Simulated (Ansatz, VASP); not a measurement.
# NiTeSe (1T-NiSeTe 3 layers, AA) in two plane-wave programs

One calculation is typed for both programs; each brings its own data sets. How far apart do they land? The cell is taken from a series of runs on this material, whose earlier steps may have relaxed, scaled, displaced or heated it; both programs get it as it stands.

Program: Ansatz 0.2.0. Level of theory: plane waves, with VASP 6.6.1 beside it; single point at PBEsol with D3(BJ). Results are calculated unless marked as measured.

### 1. Starting point

The cell holds 9 atoms: 3 Te, 3 Ni and 3 Se. Cell: a = 3.627 Å, b = 3.627 Å, c = 30.179 Å, α = 90.0°, β = 90.0°, γ = 120.0°. Vacuum lies along c.

Structure file:

```
Te Ni Se
1.0
     3.62716    0.00000    0.00000
    -1.81358    3.14121    0.00000
     0.00000    0.00000   30.17901
Te Ni Se
3 3 3
Direct
  0.66667 0.33333 0.29822
  0.66667 0.33333 0.45902
  0.66667 0.33333 0.61928
  0.00000 0.00000 0.34493
  0.00000 0.00000 0.50473
  0.00000 0.00000 0.66376
  0.33333 0.66667 0.38332
  0.33333 0.66667 0.54287
  0.33333 0.66667 0.70178
```

### 2. VASP: single point, PBEsol with D3(BJ)

A single point gives forces, pressure and levels at one fixed geometry, so differences don't come from the geometry; what else differs is listed under the comparison.

Lines of VASP's logs that name or quote its potential files are left out, and so is its time.

Contents of INCAR:

```
SYSTEM = NiTeSe
PREC = Accurate
ENCUT = 520
EDIFF = 1E-06
NELM = 120
ISMEAR = -1
SIGMA = 0.02585
LREAL = .FALSE.
ALGO = Normal
GGA = PS
IVDW = 12
NBANDS = 42
LASPH = .TRUE.
LORBIT = 11
LWAVE = .FALSE.
LCHARG = .FALSE.
ISIF = 2
LDIPOL = .TRUE.
IDIPOL = 3
DIPOL = 0.5 0.5 0.502
LVHAR = .TRUE.
GGA_COMPAT = .FALSE.
NELMDL = -8
KPAR = 2
```

Contents of POSCAR:

```
NiTeSe
1.0
    3.6271622374      0.0000000000      0.0000000000
   -1.8135811187      3.1412146412      0.0000000000
    0.0000000000      0.0000000000     30.1790058169
Te Ni Se
3 3 3
Direct
    0.6666666667      0.3333333333      0.2982205595
    0.6666666667      0.3333333333      0.4590229594
    0.6666666667      0.3333333333      0.6192821830
    0.0000000000      1.0000000000      0.3449259096
    0.0000000000      1.0000000000      0.5047320549
    0.0000000000      1.0000000000      0.6637640620
    0.3333333334      0.6666666666      0.3833175202
    0.3333333334      0.6666666666      0.5428729352
    0.3333333334      0.6666666666      0.7017794405
```

Contents of KPOINTS:

```
Automatic mesh
0
Gamma
18 18 1
0 0 0
```

Potentials, in the order of the species: Te, Ni and Se (PBE family, release 64).

Command:

```
> mpirun -np 2 vasp_std
```

Numbers of over 12 decimals in the logs are rounded to 6 here.

The program printed:

```text
[banner, memory and clock lines left out]
running    2 mpi-ranks, on    1 nodes
 distrk:  each k-point on    1 cores,    2 groups
 distr:  one band on    1 cores,    1 groups

 POSCAR found type information on POSCAR TeNiSe
 POSCAR found :  3 types and       9 ions
|                                                                             |
|               ----> ADVICE to this user running VASP <----                  |
|                                                                             |
|     You enforced a specific xc type in the INCAR file but a different       |
|     [... a line on the potential file left out ...]
|     I HOPE YOU KNOW WHAT YOU ARE DOING!                                     |
|                                                                             |

 LDA part: xc-table for (Slater+PW92), standard interpolation
 POSCAR, INCAR and KPOINTS ok, starting setup
 FFT: planning ... GRIDC
 FFT: planning ... GRID_SOFT
 FFT: planning ... GRID
 WAVECAR not read
 entering main loop
       N       E                     dE             d eps       ncg     rms          rms(c)
DAV:   1     0.504810396013E+03    0.50481E+03   -0.25751E+04  3108   0.136E+03
DAV:   2     0.176644548313E+02   -0.48715E+03   -0.46326E+03  3558   0.307E+02
DAV:   3    -0.441980541411E+02   -0.61863E+02   -0.59610E+02  3868   0.124E+02
DAV:   4    -0.472459909258E+02   -0.30479E+01   -0.30156E+01  3632   0.280E+01
DAV:   5    -0.473423449919E+02   -0.96354E-01   -0.96221E-01  4136   0.491E+00
DAV:   6    -0.473451033264E+02   -0.27583E-02   -0.27575E-02  3942   0.846E-01
DAV:   7    -0.473452335895E+02   -0.13026E-03   -0.13025E-03  4432   0.172E-01
DAV:   8    -0.473452373602E+02   -0.37707E-05   -0.37704E-05  3950   0.277E-02    0.272E+01
DAV:   9    -0.637041518247E+02   -0.16359E+02   -0.12079E+02  3834   0.175E+02    0.464E+01
DAV:  10    -0.505916716520E+02    0.13112E+02   -0.68207E+01  4020   0.896E+01    0.236E+01
DAV:  11    -0.136172639394E+03   -0.85581E+02   -0.48919E+02  5262   0.198E+02    0.120E+02
DAV:  12    -0.130707509133E+03    0.54651E+01   -0.15687E+02  4244   0.466E+01    0.796E+01
DAV:  13    -0.424166401981E+02    0.88291E+02   -0.66191E+02  5210   0.871E+01    0.257E+01
DAV:  14    -0.472894818447E+02   -0.48728E+01   -0.78873E+01  3830   0.555E+01    0.249E+01
[...]
DAV:  50    -0.427964915781E+02    0.70799E-05   -0.36399E-06  2676   0.173E-02    0.162E-01
DAV:  51    -0.427964933555E+02   -0.17774E-05   -0.23712E-06  2476   0.237E-02    0.152E-01
DAV:  52    -0.427964905269E+02    0.28286E-05   -0.24286E-06  2454   0.161E-02    0.140E-01
DAV:  53    -0.427964882552E+02    0.22717E-05   -0.10050E-05  3280   0.280E-02    0.112E-01
DAV:  54    -0.427965660999E+02   -0.77845E-04   -0.21162E-04  3472   0.128E-01    0.237E-02
DAV:  55    -0.427965697733E+02   -0.36734E-05   -0.14232E-05  3704   0.196E-02    0.187E-02
DAV:  56    -0.427965712213E+02   -0.14480E-05   -0.10258E-06  2400   0.986E-03    0.140E-02
DAV:  57    -0.427965715807E+02   -0.35941E-06   -0.36270E-06  2452   0.247E-02
   1 F= -.46165242E+02 E0= -.46161209E+02  d E =-.806563E-02
```

From OUTCAR (step 2):

```text
ion  position               nearest neighbor table
   1  0.667  0.333  0.298-   4 2.52   4 2.52   4 2.52
   2  0.667  0.333  0.459-   5 2.51   5 2.51   5 2.51   7 3.10   7 3.10   7 3.10
   3  0.667  0.333  0.619-   6 2.49   6 2.49   6 2.49   8 3.11   8 3.11   8 3.11
   4  0.000  0.000  0.345-   7 2.39   7 2.39   7 2.39   1 2.52   1 2.52   1 2.52
   5  0.000  0.000  0.505-   8 2.39   8 2.39   8 2.39   2 2.51   2 2.51   2 2.51
   6  0.000  0.000  0.664-   9 2.39   9 2.39   9 2.39   3 2.49   3 2.49   3 2.49
   7  0.333  0.667  0.383-   4 2.39   4 2.39   4 2.39   2 3.10   2 3.10   2 3.10
   8  0.333  0.667  0.543-   5 2.39   5 2.39   5 2.39   3 3.11   3 3.11   3 3.11
   9  0.333  0.667  0.702-   6 2.39   6 2.39   6 2.39

  LATTYP: Found a hexagonal cell.
 ALAT       =     3.6271622374
 C/A-ratio  =     8.3202801093

 Subroutine GETGRP returns: Found  6 space group operations
 (whereof  6 operations were pure point group operations)

The static configuration has the point symmetry C_3v.

 Found     37 irreducible k-points:

   k-points           NKPTS =     37   k-points in BZ     NKDIM =     37   number of bands    NBANDS=     42

   dimension x,y,z NGX =    28 NGY =   28 NGZ =  224
   dimension x,y,z NGXF=    56 NGYF=   56 NGZF=  448

   ENCUT  =  520.0 eV  38.22 Ry    6.18 a.u.   6.74  6.74 56.11*2*pi/ulx,y,z

   NELECT =      66.0000    total number of electrons

 k-points in reciprocal lattice and weights: Automatic mesh
   0.00000000  0.00000000  0.00000000       0.003
   0.05555556  0.00000000  0.00000000       0.019
   0.11111111  0.00000000  0.00000000       0.019
   0.16666667  0.00000000  0.00000000       0.019
   0.22222222  0.00000000  0.00000000       0.019
   0.27777778  0.00000000  0.00000000       0.019
   0.33333333  0.00000000  0.00000000       0.019
   0.38888889  0.00000000  0.00000000       0.019
   0.44444444  0.00000000  0.00000000       0.019
[...]
0.33333333  0.27777778  0.00000000       0.037
   0.33333333  0.33333333  0.00000000       0.006

 dipolmoment           0.000000      0.000000      0.036704 electrons x Angstroem

 average (electrostatic) potential at core
       1 -93.1233       2 -93.4497       3 -93.4767       4 -90.1072       5 -90.1181
       6 -90.1689       7 -57.3361       8 -57.3002       9 -56.9216

 E-fermi :   1.4942

 k-point     1 :       0.0000    0.0000    0.0000
  band No.  band energies     occupation
    ...
     25       0.5187      2.00000
     26       1.0194      2.00000
     27       1.0194      2.00000
     28       1.3666      1.98576
     29       1.3666      1.98576
     30       1.7014      0.00066
     31       1.7014      0.00066
     32       1.8866      0.00000
     33       2.8601      0.00000
     34       2.8601      0.00000
    ...

 k-point     2 :       0.0556    0.0000    0.0000
  band No.  band energies     occupation
    ...
     26       0.7705      2.00000
     27       0.9535      2.00000
     28       1.1192      2.00000
     29       1.3054      1.99866
     30       1.4832      1.20991
     31       1.6504      0.00474
     32       2.0951      0.00000
     33       2.5684      0.00000
     34       2.8195      0.00000
     35       3.0238      0.00000
    ...

 k-point     3 :       0.1111    0.0000    0.0000
  band No.  band energies     occupation
    ...
     27       0.7466      2.00000
     28       0.7767      2.00000
     29       1.0518      2.00000
     30       1.1350      2.00000
     31       1.4962      0.96072
     32       1.8461      0.00000
     33       2.2923      0.00000
     34       2.5866      0.00000
     35       2.7082      0.00000
     36       2.8411      0.00000
    ...

 Edisp (eV)   -3.36867

  Total       0.15757     0.15757    -0.07433     0.00000     0.00000     0.00000
  in kB       0.73421     0.73421    -0.34632     0.00000     0.00000     0.00000
  external pressure =        0.37 kB  Pullay stress =        0.00 kB

  energy-cutoff  :      520.00
  volume of cell :      343.85
      direct lattice vectors                 reciprocal lattice vectors
     3.627162237  0.000000000  0.000000000     0.275697621  0.159174096  0.000000000
    -1.813581119  3.141214641  0.000000000     0.000000000  0.318348191  0.000000000
     0.000000000  0.000000000 30.179005817     0.000000000  0.000000000  0.033135618

 POSITION                                       TOTAL-FORCE (eV/Angst)
 -----------------------------------------------------------------------------------
      1.81358      1.04707      9.00000         0.000000     -0.000000     -0.009814
      1.81358      1.04707     13.85286         0.000000     -0.000000     -0.029391
      1.81358      1.04707     18.68932         0.000000     -0.000000     -0.009492
      0.00000      0.00000     10.40952        -0.000000     -0.000000     -0.010261
      0.00000      0.00000     15.23231        -0.000000     -0.000000      0.012150
      0.00000      0.00000     20.03174         0.000000      0.000000      0.008528
      0.00000      2.09414     11.56814         0.000000     -0.000000      0.035053
      0.00000      2.09414     16.38337        -0.000000     -0.000000      0.023677
      0.00000      2.09414     21.17901        -0.000000      0.000000     -0.020449
 -----------------------------------------------------------------------------------
    total drift:                                0.000000      0.000000     -0.001629

  FREE ENERGIE OF THE ION-ELECTRON SYSTEM (eV)
  ---------------------------------------------------
  free  energy   TOTEN  =       -46.1652422395 eV

  energy  without entropy=      -46.1571766066  energy(sigma->0) =      -46.16120942

 vacuum level on the upper side and lower side of the slab         6.632         6.046

 total charge
# of ion       s       p       d       tot
------------------------------------------
    1        1.397   1.896   0.059   3.352
    2        1.415   1.848   0.086   3.349
    3        1.416   1.845   0.089   3.350
    4        0.462   0.563   8.407   9.432
    5        0.469   0.569   8.431   9.469
    6        0.478   0.603   8.405   9.486
    7        1.493   2.233   0.071   3.797
    8        1.487   2.252   0.070   3.809
    9        1.480   2.243   0.053   3.776
--------------------------------------------------
tot         10.096  14.052  25.671  49.819

[... 3 further parts left out ...]
```

This run has no spin polarisation, so a moment on Ni, if there is one, isn't seen.

(Continued in part 2 of 2.)

[Lines on the potential files, build, host, timing and source positions are cut from VASP's logs without a mark.]

[Logs are printed without paths, hosts, clocks, repeated set-up lines and the standing remarks that a program may print on its own settings, such as how far it seeks lower states.]

[Hosts, paths, dates, database ids (printed as entryN), source tags and the programs' standing remarks are cut or masked in the printed files.]
